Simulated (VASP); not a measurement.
Data:

```xyz
8
Lattice="0.0000 2.9811 2.9811 2.9811 0.0000 2.9811 11.9639 11.9639 -0.0396" Properties=species:S:1:pos:R:3 pbc="T T T"
Zn     2.9913     2.9913     5.9519
Se     1.3946     1.3946     1.5865
Se     4.4597     4.4597     1.5024
Se     7.5163     7.5163     1.4269
Se    10.5669    10.5669     1.3573
Cd     2.9134     2.9134     0.0676
Cd     5.9742     5.9742    -0.0121
Cd    12.0094    12.0094     5.8770
```

All values below come from PBEsol GGA, VASP's PBE PAW potentials (set 64) (plane waves; VASP 6.6.1). Run with 400 eV cut-off, Gaussian smearing of 0.050 eV, potentials Zn Se Cd.

**Question.** What does the run give for the band gap (along the path) with the smallest direct gap where there is one?

**Answer.** 
The band gap (along the path) comes out as 0.52 eV and the smallest direct gap (along the path) comes out as 0.52 eV.

The structure was generated: Cd3ZnSe4 was put into an ordered model structure (R3m), which need not be its known phase. It was relaxed first.
